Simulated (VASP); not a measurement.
The system is Cu3F.

```
Cu F
1.0
     3.84850    0.00000    0.00000
    -1.92425    3.33290    0.00000
     0.00000    0.00000    4.40606
Cu F
3 1
Direct
  0.33333 0.66667 0.00000
  0.00000 0.00000 0.00000
  0.66667 0.33333 0.00000
  0.00000 0.00000 0.50000
```

The cell was built by a generator and needn't be a form met in nature.

| Item | Value |
| --- | --- |
| Program | VASP 6.6.1 |
| Task | relaxation of cell and atoms |
| Functional | PBE |
| Potentials or basis | VASP PAW PBE potentials, release 64 (Cu, F) |
| Cutoff | 600 eV |
| k mesh | 8 × 8 × 6 |
| Occupations | gaussian, width 0.05 eV |
| Spin | no spin polarisation |

At the start: pressure 23.6 GPa; volume 14.13 Å³/atom.

Q: Where does the relaxation end?

A: Over 10 steps the energy falls by 358.9 meV/atom and the volume is 15.92 Å³/atom (+12.7 %); space group P6/mmm (No. 191, to 0.05 Å).

The path:
```tsv
step	energy change (eV)	largest force (eV/Å)	pressure (GPa)	volume (Å³)
1	0.0000	0.0000	23.58	56.51
2	-1.1289	0.0000	-7.81	74.46
3	-1.2870	0.0000	-2.77	68.13
4	-1.2879	0.0000	-2.95	68.44
5	-1.3868	0.0000	-1.69	66.02
6	-1.4321	0.0000	-0.17	63.77
7	-1.4341	0.0000	0.83	62.91
8	-1.4346	0.0000	0.61	63.17
9	-1.4345	0.0000	0.41	63.27
10	-1.4357	0.0000	-0.03	63.68
```

Final structure:
```cif
data_structure
_symmetry_space_group_name_H-M 'P 1'
_symmetry_Int_Tables_number 1
_cell_length_a 4.3048
_cell_length_b 4.3048
_cell_length_c 3.9683
_cell_angle_alpha 90.000
_cell_angle_beta 90.000
_cell_angle_gamma 120.000
_cell_volume 63.68
loop_
_atom_site_label
_atom_site_type_symbol
_atom_site_fract_x
_atom_site_fract_y
_atom_site_fract_z
_atom_site_occupancy
Cu1 Cu 0.33333 0.66667 0.00000 1
Cu2 Cu 0.00000 0.00000 0.00000 1
Cu3 Cu 0.66667 0.33333 0.00000 1
F1 F 0.00000 0.00000 0.50000 1
```

Caveat: the run has no spin polarisation, though such a crystal can be magnetic.
